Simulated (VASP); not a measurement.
A VASP calculation is set up with these files.

**KPOINTS**
```
Automatic
0
G
  14 14 14
0 0 0
```

**INCAR**
```
ALGO = Normal
EDIFF = 1E-7
ENCUT = 520
ISIF = 2
ISMEAR = -5
LASPH = .TRUE.
LCHARG = .TRUE.
LMAXMIX = 6
LORBIT = 11
LREAL = .FALSE.
LWAVE = .FALSE.
NEDOS = 601
NELM = 100
PREC = Accurate
SYSTEM = HgO
```

POSCAR:
```
HgO
1
    2.9409341976     0.0000000000    -0.0000000000
    0.0000000000     2.9409341976     0.0000000000
    0.0000000000     0.0000000000     2.9409341976
Hg O
1 1
Direct
  0.0000000000   0.0000000000   0.0000000000
  0.5000000000   0.5000000000   0.5000000000
```

POTCAR, in this order: Hg O (LDA.64 set). Program: vasp_std.

### Question
Write an equivalent input for Quantum ESPRESSO's pw.x.

### Answer
One equivalent input (not run):
```
&CONTROL
  calculation = 'scf'
  pseudo_dir = './pseudo'
  outdir = './out'
  tprnfor = .true.
  tstress = .true.
/
&SYSTEM
  ibrav = 0
  nat = 2
  ntyp = 2
  ecutwfc = 84
  occupations = 'tetrahedra'
  input_dft = 'pz'
/
&ELECTRONS
  conv_thr = 7.3e-09
  electron_maxstep = 100
/
ATOMIC_SPECIES
  Hg 200.592 Hg.upf
  O 15.999 O.upf
CELL_PARAMETERS angstrom
     2.9409342    0.0000000   -0.0000000
     0.0000000    2.9409342    0.0000000
     0.0000000    0.0000000    2.9409342
ATOMIC_POSITIONS crystal
  Hg   0.0000000  0.0000000  0.0000000
  O    0.5000000  0.5000000  0.5000000
K_POINTS automatic
  14 14 14 0 0 0
```
What does not carry over: the potentials are each code's own (VASP's PAW set, PseudoDojo norm-conserving files in pw.x), so ENCUT and ecutwfc are chosen apart and not converted; conv_thr bounds pw.x's estimated SCF error, while EDIFF bounds the energy change between steps.

The structure was generated: HgO was put into the CsCl type (Pm-3m), which need not be its known phase. It was relaxed first, which changed the volume by +24 %.
